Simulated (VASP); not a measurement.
Data:

```
Os
1.0
    1.39230    -2.41153     0.00000
    1.39230     2.41153     0.00000
    0.00000     0.00000     4.40640
Os
2
Cartesian
  1.39230   0.80385   1.10160
  1.39230  -0.80385   3.30480
```

Level of theory: PBE GGA, VASP's PBE PAW potentials (set 64) (plane waves; VASP). Run with 400 eV cut-off, 11×11×6 Γ-centred mesh, first-order Methfessel-Paxton smearing of 0.10 eV, potentials Os.

Problem. Give the stress tensor in GPa (positive for a compressed cell).

Solution. 
```
-12.67    0.00    0.00
  0.00  -12.67    0.00
  0.00    0.00  -14.76
```
The pressure is its mean diagonal, -13.37 GPa.

The compound is Os in the hcp structure. The cell was not relaxed at this level.
